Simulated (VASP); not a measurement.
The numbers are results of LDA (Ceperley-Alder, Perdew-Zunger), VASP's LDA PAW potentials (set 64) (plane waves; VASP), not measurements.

The input files of a VASP run:

### INCAR
```
SYSTEM = Pt3Ti
PREC = Accurate; ENCUT = 400; LREAL = .FALSE.
LASPH = .TRUE.
EDIFF = 1E-8; NELM = 100; ALGO = Normal
LMAXMIX = 6
ISMEAR = 1; SIGMA = 0.1
IBRION = 1; NSW = 30; ISIF = 2
EDIFFG = -0.001
LWAVE = .FALSE.; LCHARG = .FALSE.
```

**POSCAR**
```
Pt3Ti
1
    3.8759277617    -0.0000000000     0.0000000000
   -0.0000000000     3.8759277617    -0.0000000000
    0.0000000000    -0.0000000000     3.8759277617
Ti Pt
1 3
Direct
  0.0000000000   0.0000000000   0.0000000000
  0.0000000000   0.5000000000   0.5000000000
  0.5000000000   0.0000000000   0.5000000000
  0.5000000000   0.5000000000   0.0000000000
```

**KPOINTS**
```
Automatic mesh
0
Gamma
7 7 7
0 0 0
```

POTCAR, in this order: Ti_sv Pt (LDA.64 set). Program: vasp_std.

Unless said otherwise, spin-orbit coupling is left out, though it shifts the bands of the heavy elements here.

Estimate the energy per atom (σ→0), band gap (on the k-mesh).

| Item | Value |
|---|---|
| energy per atom (σ→0) | -8.654 eV/atom |
| band gap (on the k-mesh) | none (metal, semimetal or under 0.01 eV) |

**OSZICAR**
```
...
DAV:  12    -0.346165733479E+02    0.20862E-02   -0.12169E-02  1455   0.663E-01    0.107E-01
DAV:  13    -0.346165503564E+02    0.22991E-04   -0.19229E-04  1106   0.103E-01    0.566E-02
DAV:  14    -0.346165635305E+02   -0.13174E-04   -0.74484E-05  1415   0.686E-02    0.614E-02
DAV:  15    -0.346165351072E+02    0.28423E-04   -0.90801E-05  1506   0.629E-02    0.116E-02
DAV:  16    -0.346165341467E+02    0.96052E-06   -0.49235E-06  1509   0.142E-02    0.383E-03
DAV:  17    -0.346165340874E+02    0.59238E-07   -0.43654E-07  1433   0.508E-03    0.146E-03
DAV:  18    -0.346165340869E+02    0.53569E-09   -0.19848E-08   948   0.871E-04
   1 F= -.34616534E+02 E0= -.34616129E+02  d E =-.346165E+02
```

The compound is Pt3Ti in the L1_2 structure. It was relaxed first. The start is the result of an earlier pass.
